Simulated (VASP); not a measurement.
All values below come from PBE GGA, VASP's PBE PAW potentials (set 64) (plane waves; VASP).

VASP input:

KPOINTS:
```
Automatic
0
G
6 6 6
```

POSCAR:
```
CsI
1
    4.6687845990     0.0000000000     0.0000000000
    0.0000000000     4.6687845990     0.0000000000
    0.0000000000     0.0000000000     4.6687845990
Cs I
1 1
Direct
  0.0000000000   0.0000000000   0.0000000000
  0.5000000000   0.5000000000   0.5000000000
```

### INCAR
```
ALGO  =  Normal
EDIFF  =  1E-7
EDIFFG  =  -0.01
ENCUT  =  480
GGA  =  PE
IBRION  =  2
ISIF  =  3
ISMEAR  =  0
LASPH  =  .True.
LCHARG  =  .False.
LMAXMIX  =  4
LREAL  =  .False.
LWAVE  =  .False.
NELM  =  100
NSW  =  40
PREC  =  Accurate
PSTRESS  =  300
SIGMA  =  0.05
SYSTEM  =  CsI
```

POTCAR, in this order: Cs_sv I (PBE.64 set). Program: vasp_std.

Q: What will the output report for the number of irreducible k-points (NKPTS), number of bands (NBANDS), largest plane-wave count, number of space-group operations, FFT grid (NGX, NGY, NGZ)?

A: 
| Quantity | Result |
|---|---|
| number of irreducible k-points (NKPTS) | 20 |
| number of bands (NBANDS) | 12 |
| largest plane-wave count | 2469 |
| number of space-group operations | 48 |
| FFT grid (NGX, NGY, NGZ) | 36 × 36 × 36 |

The compound is CsI in the CsCl type structure. This run relaxes it under an external pressure of 30 GPa. Symmetry was kept, so distortions that lower it aren't found.
